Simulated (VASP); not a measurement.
Here is a VASP 6.6.1 calculation.

The input INCAR:

```
  PREC = Accurate
  ENCUT = 520
  EDIFF = 1E-6
  ISMEAR = 0
  SIGMA = 0.1
  LREAL = F
  LASPH = T
  NELM = 100
  ALGO = Fast
  ISIF = 2
  LWAVE = F
  LCHARG = T
  LDIPOL = T
  IDIPOL = 3
  DIPOL = 0.5 0.5 0.273
  GGA = PE
  LELF = T
  LVHAR = T
  LVACPOTAV = T
  NBANDS = 21
```

The input KPOINTS:

```
regular mesh
0
Gamma
  24 24 1
```

The input POSCAR:

```
Zn2C
1.0
    2.5353825424      0.0000000000      0.0000000000
   -1.2676912712      2.1957056900      0.0000000000
    0.0000000000      0.0000000000     31.1820664673
Zn C
2 1
Direct
    1.0000000000      1.0000000000      0.3411363898
    0.0000000000      0.0000000000      0.2040487736
    0.0000000000      0.0000000000      0.2725925817
```

Potentials or basis: VASP PAW PBE potentials, release 64 (Zn, C).

Run with:

```sh
$ cat potpaw_PBE.64/Zn/POTCAR potpaw_PBE.64/C/POTCAR > POTCAR
$ mpirun -np 1 vasp_std > vasp.out
```

**Question.** Predict the band gap on the k mesh.

**Answer.** None (metal or under the smearing width).

**Question.** Estimate the work function of the upper face.

**Answer.** 4.42 eV.

**Question.** Predict the largest force.

**Answer.** 0.163 eV/Å.

**Question.** Estimate the work function of the lower face.

**Answer.** 4.42 eV.

Forces in eV/Å, atoms in the order of the input:
```
Zn   0.000  0.000 -0.163
Zn   0.000  0.000  0.163
C    0.000  0.000  0.000
```
